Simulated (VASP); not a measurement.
**BaRu: equation of state with PBE**

The system is BaRu.

```
Ba Ru
1.0
     3.51384    0.00000    0.00000
    -1.75692    3.04307    0.00000
     0.00000    0.00000    4.67569
Ba Ru
1 1
Direct
  0.00000 0.00000 0.50000
  0.66667 0.33333 0.00000
```

The cell was built by a generator and needn't be a form met in nature.

```
Program             : VASP 6.6.1
Task                : equation of state
Functional          : PBE
Potentials or basis : VASP PAW PBE potentials, release 64 (Ba_sv, Ru_pv)
Cutoff              : 520 eV
k mesh              : 9 × 9 × 6
Occupations         : fermi-dirac, width 0.05 eV
Spin                : no spin polarisation
```

| Item | Value |
| --- | --- |
| Equilibrium volume | 26.26 Å³/atom |
| Bulk modulus at fixed shape and positions | 47 GPa |
| Pressure derivative of the bulk modulus | 5.0 |

Energy against volume, from the lowest point:
| volume (Å³/atom) | energy (meV/atom) |
| --- | --- |
| 23.498 | 52.91 |
| 23.998 | 33.92 |
| 24.498 | 19.62 |
| 24.998 | 9.51 |
| 25.498 | 3.14 |
| 25.998 | 0.09 |
| 26.498 | 0.00 |

All runs of the series together: 4 min on 1 thread of Intel(R) Xeon(R) 6975P-C (Granite Rapids) (shared host).

Caveat: the cell was scaled at fixed shape and fractional positions, which overstates the stiffness of a crystal with free parameters, most of all of layers and chains. Spin-orbit coupling is left out, which matters for the levels of Ba.
